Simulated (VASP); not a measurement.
Here is the system:

```xyz
2
Lattice="1.5045 -2.6059 0.0000 1.5045 2.6059 0.0000 0.0000 0.0000 4.7736" Properties=species:S:1:pos:R:3 pbc="T T T"
Ti     1.5045     0.8686     1.1934
Ti     1.5045    -0.8686     3.5802
```

Computed with PBE GGA, VASP's PBE PAW potentials (set 64) (plane waves; VASP). Settings: 400 eV cut-off, 11×11×6 Γ-centred mesh, first-order Methfessel-Paxton smearing of 0.10 eV, potentials Ti_sv.

Task: Predict the energy per atom (σ→0), pressure, band gap (on the k-mesh) with the smallest direct gap where there is one.

Result: 
```
Property                                                    Result
------------------------  ----------------------------------------
band gap (on the k-mesh)  none (metal, semimetal or under 0.01 eV)
energy per atom (σ→0)                               -7.794 eV/atom
pressure                                                 -7.93 GPa
```

Only differences to runs with the same potentials and settings are physical.

The compound is Ti in the hcp structure. The cell was not relaxed at this level.
